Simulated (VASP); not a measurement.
```yaml
crystal:
  lattice:
    - [0.00000, 2.72679, 2.72679]
    - [2.72679, 0.00000, 2.72679]
    - [2.72679, 2.72679, 0.00000]
  atoms:
    - { symbol: Ca, position: [0.00000, 0.00000, 0.00000] }
    - { symbol: F, position: [0.25000, 0.25000, 0.25000] }
    - { symbol: F, position: [0.75000, 0.75000, 0.75000] }
```

All values below come from r2SCAN meta-GGA, VASP's PBE PAW potentials (set 64) (plane waves; VASP 6.6.1). Run with 520 eV cut-off, 8×8×8 Γ-centred mesh, tetrahedra with Blöchl corrections, potentials Ca_sv F.

Task: Estimate the energy per atom (σ→0), band gap (over mesh and band path) with the smallest direct gap where there is one.

Result: 
```yaml
band gap (over mesh and band path): 7.97 eV
smallest direct gap (over mesh and band path): 8.23 eV
energy per atom (σ→0): -8.650 eV/atom
```

Only differences to runs with the same potentials and settings are physical.

The compound is CaF2 in the fluorite structure. It was relaxed first.
